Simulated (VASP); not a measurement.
These are PBE GGA, VASP's PBE PAW potentials (set 64) (plane waves; VASP) values and carry that method's errors.

VASP input:

### KPOINTS
```
Automatic
0
G
5 5 8
0 0 0
```

### POSCAR
```
SiO2
1
    4.2330432793     0.0000000000     0.0000000000
    0.0000000000     4.2330432793     0.0000000000
    0.0000000000     0.0000000000     2.6933313633
Si O
2 4
Direct
  0.0000000000   0.0000000000   1.0000000000
  0.5000000000   0.5000000000   0.5000000000
  0.3068094868   0.3068094868   0.0000000000
  0.8068094868   0.1931905132   0.5000000000
  0.1931905132   0.8068094868   0.5000000000
  0.6931905132   0.6931905132   1.0000000000
```

**INCAR**
```
SYSTEM = SiO2
PREC = Accurate
ENCUT = 520
EDIFF = 1E-7
NELM = 100
ALGO = Normal
LREAL = .FALSE.
LASPH = .TRUE.
ISMEAR = 0
SIGMA = 0.05
GGA = PE
LWAVE = .FALSE.
LCHARG = .FALSE.
ISIF = 4
IBRION = 2
NSW = 30
EDIFFG = -0.01
```

POTCAR, in this order: Si O (PBE.64 set). Program: vasp_std.

Question: Predict the energy per atom (σ→0), band gap (on the k-mesh).

Answer: 
The energy per atom (σ→0) is -7.719 eV/atom and the band gap (on the k-mesh) comes out as 5.02 eV.

OSZICAR:
```
...
DAV:   8    -0.463101023264E+02   -0.14263E-01   -0.17812E-02  1344   0.139E+00    0.109E+00
DAV:   9    -0.463167708857E+02   -0.66686E-02   -0.83348E-03  1388   0.987E-01    0.268E-01
DAV:  10    -0.463170055053E+02   -0.23462E-03   -0.86351E-04  1412   0.243E-01    0.501E-02
DAV:  11    -0.463169603372E+02    0.45168E-04   -0.20249E-04  1384   0.108E-01    0.766E-03
DAV:  12    -0.463169619793E+02   -0.16421E-05   -0.10973E-05  1408   0.243E-02    0.527E-03
DAV:  13    -0.463169617297E+02    0.24956E-06   -0.22252E-06  1400   0.113E-02    0.308E-03
DAV:  14    -0.463169617657E+02   -0.35997E-07   -0.57019E-08   848   0.212E-03
   1 F= -.46316962E+02 E0= -.46316962E+02  d E =-.463170E+02
```

The compound is SiO2 in the rutile structure, stishovite, a high-pressure form. It was relaxed first.
